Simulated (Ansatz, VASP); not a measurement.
# Cross-check of Pt (Pt(322)) between VASP and Ansatz

One calculation is typed for both programs; each brings its own data sets. How far apart do they land? The cell is taken from a series of runs on this material, whose earlier steps may have relaxed, scaled, displaced or heated it; both programs get it as it stands.

Method: plane waves, with VASP 6.6.1 beside it; single point at PBE with D3(BJ), in Ansatz 0.2.0.

## Step 1: Starting point

The cell holds 19 atoms: 19 Pt. Its edges and angles: a = 2.772 Å, b = 11.429 Å, c = 25.557 Å, α = 90.0°, β = 90.0°, γ = 90.0°. Vacuum lies along c.

## Step 2: VASP: single point, PBE with D3(BJ)

With cell and atoms fixed, the geometry can't cause a difference; cores, projectors, grids and the points listed under the comparison can.

Lines of VASP's logs that name or quote its potential files are left out, and so is its time.

The input, INCAR:

```
SYSTEM = Pt
PREC = Accurate
ENCUT = 400
EDIFF = 1E-06
NELM = 120
ISMEAR = -1
SIGMA = 0.05
LREAL = .FALSE.
ALGO = Normal
GGA = PE
IVDW = 12
NBANDS = 117
LASPH = .TRUE.
LORBIT = 11
LWAVE = .FALSE.
LCHARG = .FALSE.
ISIF = 2
LDIPOL = .TRUE.
IDIPOL = 3
DIPOL = 0.5 0.5 0.501
LVHAR = .TRUE.
GGA_COMPAT = .FALSE.
NELMDL = -8
```

The input, POSCAR:

```
Pt
1.0
    2.7718585800      0.0000000000      0.0000000000
    0.0000000000     11.4286657100      0.0000000000
    0.0000000000      0.0000000000     25.5566568513
Pt
19
Direct
    0.5000000000      0.3823529400      0.3325943628
    0.0000000000      0.1764705900      0.3511949891
    0.5000000000      0.9705882400      0.3697956155
    0.0000000000      0.7647058800      0.3883962418
    0.5000000000      0.5588235300      0.4069968682
    0.0000000000      0.3529411800      0.4255974946
    0.5000000000      0.1470976833      0.4459300515
    0.0000000000      0.9394288899      0.4641721202
    0.5000000000      0.7295182509      0.4820509526
    0.0000000000      0.5233761662      0.5027630278
    0.5000000000      0.3232553930      0.5210751596
    0.0000000000      0.1166656558      0.5384727886
    0.5000000000      0.9091259517      0.5559753502
    0.0000000000      0.6993005304      0.5735039952
    0.5000000000      0.4943597678      0.6026025176
    0.0000000000      0.2921846929      0.6160332998
    0.5000000000      0.0903631009      0.6332596650
    0.0000000000      0.8898047774      0.6502010569
    0.5000000000      0.6878691395      0.6641870129
```

The input, KPOINTS:

```
Automatic mesh
0
Gamma
22 6 1
0 0 0
```

The projector-augmented-wave data sets are Pt (PBE family, release 64).

Command:

```sh
export OMP_NUM_THREADS=3
mpirun -np 1 vasp_std
```

Numbers of over 12 decimals in the logs are rounded to 6 here.

The log of the run:

```text
[banner, memory and clock lines left out]
running    1 mpi-ranks, on    1 nodes
 distrk:  each k-point on    1 cores,    1 groups
 distr:  one band on    1 cores,    1 groups
 Offloading initialized ...    1 GPUs detected
 POSCAR found type information on POSCAR Pt
 POSCAR found :  1 types and      19 ions
|                                                                             |
|               ----> ADVICE to this user running VASP <----                  |
|                                                                             |
|     You have a (more or less) 'large supercell' and for larger cells it     |
|     might be more efficient to use real-space projection operators.         |
|     Therefore, try LREAL= Auto in the INCAR file.                           |
|     Mind: For very accurate calculation, you might also keep the            |
|     reciprocal projection scheme (i.e. LREAL=.FALSE.).                      |
|                                                                             |

 LDA part: xc-table for (Slater+PW92), standard interpolation
 POSCAR, INCAR and KPOINTS ok, starting setup
 FFT: planning ... GRIDC
 FFT: planning ... GRID_SOFT
 FFT: planning ... GRID
 WAVECAR not read
 entering main loop
       N       E                     dE             d eps       ncg     rms          rms(c)
DAV:   1     0.117354812823E+04    0.11735E+04   -0.72772E+04 11352   0.112E+03
DAV:   2    -0.273092823799E+02   -0.12009E+04   -0.11088E+04 13564   0.259E+02
DAV:   3    -0.112928642162E+03   -0.85619E+02   -0.76758E+02 13304   0.633E+01
DAV:   4    -0.116846364758E+03   -0.39177E+01   -0.36396E+01 14784   0.122E+01
DAV:   5    -0.116959533748E+03   -0.11317E+00   -0.11086E+00 13646   0.204E+00
DAV:   6    -0.116963169990E+03   -0.36362E-02   -0.36349E-02 14622   0.390E-01
DAV:   7    -0.116963283524E+03   -0.11353E-03   -0.11351E-03 13904   0.683E-02
DAV:   8    -0.116963288613E+03   -0.50896E-05   -0.50892E-05 13555   0.137E-02    0.468E+01
DAV:   9    -0.114566148286E+03    0.23971E+01   -0.24735E+01 12269   0.208E+01    0.390E+01
DAV:  10    -0.151649203262E+03   -0.37083E+02   -0.14831E+02 15717   0.630E+01    0.517E+01
DAV:  11    -0.175127362741E+03   -0.23478E+02   -0.11514E+02 16319   0.800E+01    0.621E+01
DAV:  12    -0.129263349019E+03    0.45864E+02   -0.83821E+01 15353   0.481E+01    0.356E+01
DAV:  13    -0.126321618229E+03    0.29417E+01   -0.57255E+01 12146   0.362E+01    0.337E+01
DAV:  14    -0.116352149498E+03    0.99695E+01   -0.23330E+01 12557   0.228E+01    0.207E+01
[...]
DAV:  43    -0.109666961589E+03   -0.85604E-05   -0.41820E-07  7234   0.240E-03    0.302E-03
DAV:  44    -0.109666966296E+03   -0.47068E-05   -0.24303E-07  6928   0.163E-03    0.152E-03
DAV:  45    -0.109666971300E+03   -0.50041E-05   -0.21250E-07  7034   0.116E-03    0.179E-03
DAV:  46    -0.109666973625E+03   -0.23247E-05   -0.91442E-08  6857   0.837E-04    0.146E-03
DAV:  47    -0.109666974719E+03   -0.10942E-05   -0.45751E-08  6464   0.702E-04    0.108E-03
DAV:  48    -0.109666977353E+03   -0.26344E-05   -0.73439E-08  6781   0.802E-04    0.408E-04
DAV:  49    -0.109666978775E+03   -0.14218E-05   -0.52219E-08  6884   0.514E-04    0.515E-04
DAV:  50    -0.109666979149E+03   -0.37358E-06   -0.24230E-08  6571   0.427E-04
   1 F= -.12045567E+03 E0= -.12030687E+03  d E =-.297606E+00
```

Parts of OUTCAR (step 2):

```text
ion  position               nearest neighbor table
   1  0.500  0.382  0.333-   2 2.77   2 2.77   6 2.77   6 2.77   5 2.77
   2  0.000  0.176  0.351-   1 2.77   1 2.77   3 2.77   3 2.77   6 2.77   7 2.81   7 2.81
   3  0.500  0.971  0.370-   2 2.77   2 2.77   4 2.77   4 2.77   7 2.80   8 2.80   8 2.80
   4  0.000  0.765  0.388-   5 2.77   5 2.77   3 2.77   3 2.77   8 2.78   9 2.79   9 2.79
   5  0.500  0.559  0.407-   9 2.74   6 2.77   6 2.77   4 2.77   4 2.77   1 2.77  10 2.84  10 2.84

  LATTYP: Found a simple orthorhombic cell.
 ALAT       =     2.7718585800
 B/A-ratio  =     4.1231056276
 C/A-ratio  =     9.2200435606

 Subroutine GETGRP returns: Found  2 space group operations
 (whereof  2 operations were pure point group operations)

The static configuration has the point symmetry C_1h.

 Found     48 irreducible k-points:

   k-points           NKPTS =     48   k-points in BZ     NKDIM =     48   number of bands    NBANDS=    117

   dimension x,y,z NGX =    18 NGY =   80 NGZ =  168
   dimension x,y,z NGXF=    36 NGYF=  160 NGZF=  336

   ENCUT  =  400.0 eV  29.40 Ry    5.42 a.u.   4.52 18.64 41.68*2*pi/ulx,y,z

   NELECT =     190.0000    total number of electrons

 k-points in reciprocal lattice and weights: Automatic mesh
   0.00000000  0.00000000  0.00000000       0.008
   0.04545455  0.00000000  0.00000000       0.015
   0.09090909  0.00000000  0.00000000       0.015
   0.13636364  0.00000000  0.00000000       0.015
   0.18181818  0.00000000  0.00000000       0.015
   0.22727273  0.00000000  0.00000000       0.015
   0.27272727  0.00000000  0.00000000       0.015
   0.31818182  0.00000000  0.00000000       0.015
   0.36363636  0.00000000  0.00000000       0.015
[...]
0.45454545  0.50000000  0.00000000       0.015
   0.50000000  0.50000000  0.00000000       0.008

 dipolmoment           0.000000      0.000000      0.005586 electrons x Angstroem

 average (electrostatic) potential at core
       1 -72.9883       2 -73.3275       3 -73.3622       4 -73.3690       5 -73.5155
       6 -73.8288       7 -73.7522       8 -73.7962       9 -73.8875      10 -73.6899
      11 -73.8096      12 -73.8065      13 -73.7571      14 -73.8845      15 -73.4098
      16 -73.4095      17 -73.3960      18 -73.3944      19 -73.1658

 E-fermi :   0.3186

 k-point     1 :       0.0000    0.0000    0.0000
  band No.  band energies     occupation
    ...
     96       0.1693      1.90394
     97       0.2819      1.35170
     98       0.3134      1.05284
     99       0.3290      0.89639
    100       0.3674      0.54798
    101       0.3974      0.34271
    102       0.4814      0.07430
    103       0.4828      0.07235
    104       0.5799      0.01070
    105       0.7264      0.00057
    ...

 k-point     2 :       0.0455    0.0000    0.0000
  band No.  band energies     occupation
    ...
     96       0.2035      1.81835
     97       0.2446      1.62932
     98       0.2618      1.51413
     99       0.3176      1.01048
    100       0.3533      0.66657
    101       0.3978      0.34053
    102       0.4308      0.19174
    103       0.5170      0.03715
    104       0.6402      0.00322
    105       0.7656      0.00026
    ...

 k-point     3 :       0.0909    0.0000    0.0000
  band No.  band energies     occupation
    ...
     97       0.1865      1.86714
     98       0.2186      1.76178
     99       0.2551      1.56145
    100       0.2833      1.33965
    101       0.3039      1.14661
    102       0.4300      0.19473
    103       0.4667      0.09845
    104       0.5430      0.02227
    105       1.1008      0.00000
    106       1.2588      0.00000
    ...

 Edisp (eV)  -10.78870

  Total     -19.73685   -16.76577    -2.33069     0.00000     0.71194     0.00000
  in kB     -39.05869   -33.17902    -4.61237     0.00000     1.40891     0.00000
  external pressure =      -25.62 kB  Pullay stress =        0.00 kB

  energy-cutoff  :      400.00
  volume of cell :      809.60
      direct lattice vectors                 reciprocal lattice vectors
     2.771858580  0.000000000  0.000000000     0.360768766  0.000000000  0.000000000
     0.000000000 11.428665710  0.000000000     0.000000000  0.087499278  0.000000000
     0.000000000  0.000000000 25.556656851     0.000000000  0.000000000  0.039128749

 POSITION                                       TOTAL-FORCE (eV/Angst)
 -----------------------------------------------------------------------------------
      1.38593      4.36978      8.50000         0.000000     -0.221141      0.650754
      0.00000      2.01682      8.97537         0.000000     -0.225207     -0.012611
      1.38593     11.09253      9.45074         0.000000      0.024425     -0.008736
      0.00000      8.73957      9.92611         0.000000      0.045103     -0.061647
      1.38593      6.38661     10.40148         0.000000      0.136616     -0.744866
      0.00000      4.03365     10.87685         0.000000      0.260296      0.344919
      1.38593      1.68113     11.39648         0.000000      0.008916     -0.007770
      0.00000     10.73642     11.86269         0.000000     -0.005882      0.010395
      1.38593      8.33742     12.31961         0.000000      0.011201      0.010967
      0.00000      5.98149     12.84894         0.000000     -0.018016      0.013171
      1.38593      3.69438     13.31694         0.000000     -0.009296     -0.007366
      0.00000      1.33333     13.76156         0.000000      0.009220     -0.018471
      1.38593     10.39010     14.20887         0.000000      0.004395     -0.005393
      0.00000      7.99207     14.65684         0.000000     -0.005503     -0.010425
      1.38593      5.64987     15.40051         0.000000      0.004338     -0.012454
      0.00000      3.33928     15.74375         0.000000     -0.004694     -0.020707
      1.38593      1.03273     16.18400         0.000000     -0.013772     -0.029308
      0.00000     10.16928     16.61697         0.000000      0.003345     -0.043184
      1.38593      7.86143     16.97440         0.000000     -0.004343     -0.047265
 -----------------------------------------------------------------------------------
    total drift:                                0.000000      0.000418     -0.000436

  FREE ENERGIE OF THE ION-ELECTRON SYSTEM (eV)
  ---------------------------------------------------
  free  energy   TOTEN  =      -120.4556744176 eV

  energy  without entropy=     -120.1580680483  energy(sigma->0) =     -120.30687123

 vacuum level on the upper side and lower side of the slab         5.917         5.886

 total charge
# of ion       s       p       d       tot
------------------------------------------
    1        0.620   0.353   8.051   9.024
    2        0.630   0.462   8.009   9.101
    3        0.636   0.467   8.000   9.103
    4        0.637   0.469   8.006   9.113
    5        0.633   0.519   8.001   9.152
    6        0.629   0.591   8.018   9.239
    7        0.625   0.585   8.040   9.250
    8        0.626   0.590   8.034   9.250
    9        0.636   0.603   8.027   9.266
   10        0.623   0.579   8.045   9.246
   11        0.628   0.590   8.027   9.246
   12        0.626   0.591   8.032   9.249
   13        0.625   0.583   8.041   9.249
   14        0.640   0.607   8.026   9.272
   15        0.632   0.490   8.009   9.131
   16        0.647   0.490   8.005   9.142
   17        0.650   0.490   8.005   9.145
   18        0.647   0.485   8.010   9.142
   19        0.646   0.402   8.051   9.100
--------------------------------------------------
tot         12.035   9.946 152.438 174.419

[... 3 further parts left out ...]
```

Dispersion corrections of this kind ignore metallic screening and tend to overbind metals.

(Continued in part 2 of 2.)

[Lines on the potential files, build, host, timing and source positions are cut from VASP's logs without a mark.]

[Logs are printed without paths, hosts, clocks, repeated set-up lines and the standing remarks that a program may print on its own settings, such as how far it seeks lower states.]

[Hosts, paths, dates, database ids (printed as entryN), source tags and the programs' standing remarks are cut or masked in the printed files.]
